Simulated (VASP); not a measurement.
Shape and ions are relaxed at each volume.

Energy against volume of Tb (hcp). Method: AM05 GGA, VASP's PBE PAW potentials (set 64) (plane waves; VASP 6.6.1).

The 4f electrons are frozen in the core of the lanthanide potential, so 4f levels, which can set the real gap, and their magnetism are missing.

| V (Å³/atom) | E (eV/atom) |
|---|---|
| 29.042 | -4.74969 |
| 29.969 | -4.75976 |
| 30.896 | -4.76241 |
| 31.823 | -4.75843 |
| 32.750 | -4.74830 |

Problem. Fit a third-order Birch-Murnaghan equation of state.

Solution. 
```yaml
volume_per_atom: 30.79 Å^3/atom
bulk_modulus: 38.9 GPa
pressure_derivative_of_the_bulk_modulus: 2.14
```

Measured: bulk modulus 38.7 GPa (computed value off by +0.5 %), as given by Wikipedia, Terbium (infobox). The calculation is for a static lattice, while the measured bulk modulus holds thermal and zero-point effects, which are part of the difference.

The compound is Tb in the hcp structure. It was relaxed first.
